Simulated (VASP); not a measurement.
An input for Quantum ESPRESSO's pw.x (written as the equivalent of a VASP run, and not itself run):

```
&CONTROL
  calculation = 'vc-relax'
  pseudo_dir = './pseudo'
  outdir = './out'
  tprnfor = .true.
  tstress = .true.
  nstep = 60
  forc_conv_thr = 0.00078
/
&SYSTEM
  ibrav = 0
  nat = 5
  ntyp = 3
  ecutwfc = 62.5
  occupations = 'smearing'
  smearing = 'gaussian'
  degauss = 0.003675
  input_dft = 'vdw-df-cx'
/
&ELECTRONS
  conv_thr = 7.3e-08
  electron_maxstep = 100
/
&IONS
/
&CELL
/
ATOMIC_SPECIES
  Cs 132.905 Cs.upf
  Pb 207.200 Pb.upf
  Cl 35.450 Cl.upf
CELL_PARAMETERS angstrom
     5.6100000    0.0000000    0.0000000
     0.0000000    5.6100000    0.0000000
     0.0000000    0.0000000    5.6100000
ATOMIC_POSITIONS crystal
  Cs   0.0000000  0.0000000  0.0000000
  Pb   0.5000000  0.5000000  0.5000000
  Cl   0.5000000  0.0000000  0.5000000
  Cl   0.0000000  0.5000000  0.5000000
  Cl   0.5000000  0.5000000  0.0000000
K_POINTS automatic
  4 4 4 0 0 0
```

Problem. Write the VASP files for the same calculation (vdW-DF-cx).

Solution. Several could match; the one computed here: 
### KPOINTS
```
Automatic mesh
0
Gamma
4 4 4
0 0 0
```

INCAR:
```
AGGAC  =  0.0
ALGO  =  Normal
EDIFF  =  1E-6
EDIFFG  =  -0.02
ENCUT  =  520
GGA  =  CX
IBRION  =  2
ISIF  =  3
ISMEAR  =  0
LASPH  =  .TRUE.
LCHARG  =  .FALSE.
LMAXMIX  =  4
LREAL  =  .FALSE.
LUSE_VDW  =  .TRUE.
LWAVE  =  .FALSE.
NELM  =  100
NSW  =  60
PREC  =  Accurate
SIGMA  =  0.05
SYSTEM  =  CsPbCl3
```

POSCAR:
```
CsPbCl3
1
    5.6100000000     0.0000000000     0.0000000000
    0.0000000000     5.6100000000     0.0000000000
    0.0000000000     0.0000000000     5.6100000000
Cs Pb Cl
1 1 3
Direct
  0.0000000000   0.0000000000   0.0000000000
  0.5000000000   0.5000000000   0.5000000000
  0.5000000000   0.0000000000   0.5000000000
  0.0000000000   0.5000000000   0.5000000000
  0.5000000000   0.5000000000   0.0000000000
```

POTCAR, in this order: Cs_sv Pb_d Cl (PBE.64 set). Program: vasp_std.

The two are equivalent in intent, not identical: the potentials are each code's own (VASP's PAW set, PseudoDojo norm-conserving files in pw.x), so ENCUT and ecutwfc are chosen apart and not converted; conv_thr bounds pw.x's estimated SCF error, while EDIFF bounds the energy change between steps; forc_conv_thr acts on force components and is met together with etot_conv_thr.

The compound is CsPbCl3 in the cubic perovskite structure, the ideal cubic form; the compound distorts at low or room temperature. This run relaxes it. Symmetry was kept, so distortions that lower it aren't found. The start is the result of an earlier pass.
